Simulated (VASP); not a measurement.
Here is the system:

```
BeSe
1.0
    0.00000     2.56666     2.56666
    2.56666     0.00000     2.56666
    2.56666     2.56666     0.00000
Be Se
1 1
Cartesian
  5.13332   2.56666   2.56666
  1.28333   1.28333   1.28333
```

All values below come from PBEsol GGA, VASP's PBE PAW potentials (set 64) (plane waves; VASP 6.6.1). Numerical set-up: 400 eV cut-off, Gaussian smearing of 0.050 eV, potentials Be Se.

Give the energies of bands 2 to 7 at the high-symmetry points, in eV from the valence-band maximum.

```csv
band,Γ,X,U,L,W
2,0.00,-5.14,-4.71,-5.80,-4.45
3,0.00,-2.70,-4.11,-1.09,-3.89
4,0.00,-2.70,-2.25,-1.09,-3.37
5,4.27,2.46,3.62,4.28,6.02
6,4.97,4.12,6.76,5.91,7.08
7,4.97,11.74,9.70,5.91,7.28
```

The gap is indirect, 2.46 eV, from the valence maximum at Γ to the conduction minimum at X.

Measured: gap 4.00 eV (computed value off by -1.54 eV), as given by Das et al., (2018), arXiv:1807.05623.

The compound is BeSe in the zinc blende structure. It was relaxed first.
